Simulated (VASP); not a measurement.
A run of VASP 6.6.1 is set up as follows.

INCAR

```
PREC     = Accurate       # precision mode
ENCUT    = 520            # plane-wave cutoff, eV
EDIFF    = 1E-6           # SCF threshold, eV
ISMEAR   = 0              # smearing method
SIGMA    = 0.05           # smearing width, eV
LREAL    = F              # projectors in reciprocal space
LASPH    = T              # aspherical terms in the spheres
NELM     = 80             # most SCF steps
ALGO     = Normal         # electronic algorithm
ISIF     = 2              # what is computed and relaxed
LWAVE    = F              # write WAVECAR
LCHARG   = F              # write CHGCAR
NBANDS   = 17             # bands
```

The input KPOINTS:

```
regular mesh
0
Gamma
  6 6 6
```

The input POSCAR:

```
InF
1.0
    2.9967115806      0.0000000000      0.0000000000
    0.0000000000      2.9967115806      0.0000000000
    0.0000000000      0.0000000000      2.9967115806
In F
1 1
Direct
    0.0000000000      0.0000000000      0.0000000000
    0.5000000000      0.5000000000      0.5000000000
```

Potentials or basis: VASP PAW LDA potentials, release 64 (In_d, F).

Run with:

```console
$ cat potpaw_LDA.64/In_d/POTCAR potpaw_LDA.64/F/POTCAR > POTCAR
$ mpirun -np 1 vasp_std > vasp.out
```

Q: Predict the pressure.

A: 22.3 GPa.

Q: Estimate the band gap on the k mesh.

A: None (metal or under the smearing width).

Caveat: so large a pressure means that the cell lies far from this level's equilibrium, or that cutoff or potentials fall short.
